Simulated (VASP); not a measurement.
VASP input:

POSCAR:
```
KTaO3
8.153550
  0.5000000000   0.0000000000   0.0000000000
  0.0000000000   0.5000000000   0.0000000000
  0.0000000000   0.0000000000   0.5000000000
K Ta O
1 1 3
Cartesian
  0.2500000000   0.2500000000   0.2500000000
  0.0000000000   0.0000000000   0.0000000000
  0.0000000000   0.2500000000   0.0000000000
  0.2500000000   0.0000000000   0.0000000000
  0.0000000000   0.0000000000   0.2500000000
```

INCAR:
```
GGA=PE
LDAU=T
LREAL=F
PREC=Accurate
LCHARG=F
LASPH=T
LDAUU=0 4.0 0
ISIF=2   # forces and stress, cell fixed
LDAUL=-1 2 -1
LDAUJ=0 0 0
ALGO=Normal   # blocked Davidson
LWAVE=F
SYSTEM=KTaO3
SIGMA=0.01   # width (eV)
ISMEAR=0
LMAXMIX=6   # l cut-off of mixed one-centre charges
EDIFF=1E-6
ENCUT=400
NELM=100   # most electronic steps
LDAUTYPE=2   # Dudarev
```

**KPOINTS**
```
Automatic mesh
0
Gamma
6 6 6
0 0 0
```

POTCAR, in this order: K_sv Ta_pv O (PBE.64 set). Program: vasp_std.

### Question
Translate this PBE+U calculation to Ansatz.

### Answer
One equivalent input (not run):
Ansatz 0.2 input:
```yaml
crystal:
  lattice:
    - [4.0767750, 0.0000000, 0.0000000]
    - [0.0000000, 4.0767750, 0.0000000]
    - [0.0000000, 0.0000000, 4.0767750]
  atoms:
    - { symbol: K, position: [0.5000000, 0.5000000, 0.5000000] }
    - { symbol: Ta, position: [0.0000000, 0.0000000, 0.0000000] }
    - { symbol: O, position: [0.0000000, 0.5000000, 0.0000000] }
    - { symbol: O, position: [0.5000000, 0.0000000, 0.0000000] }
    - { symbol: O, position: [0.0000000, 0.0000000, 0.5000000] }
kpoints:
  mp_grid: { grid: [6, 6, 6] }
hamiltonian:
  xc: pbe
  pseudopotentials: { kind: paw }
  hubbard:
    sites:
      - { species: Ta, l: d, u_eff: 4 }
scf:
  occupations: { method: gaussian, width: 0.01 }
  max_iter: 100
output: { forces: true, stress: true, eigenvalues: true }
```
Limits of the translation: each code has its own PAW files, so the cut-off isn't converted (ENCUT is set for VASP's; basis.ecutwfc is left out, and Ansatz then takes the one that its files recommend); Ansatz stops its SCF on the density residual and VASP on the energy change (EDIFF); the +U projectors differ, so the same U acts differently.

The structure comes from a computed database's KTaO3 entry; how it stands against other phases isn't given here. The cell was not relaxed at this level. The run is one of a series of settings (LDAU = .TRUE., LDAUJ = 0 0 0, LDAUL = -1 2 -1, LDAUTYPE = 2, LDAUU = 0 4.0 0 against the base run), some of them coarse on purpose.
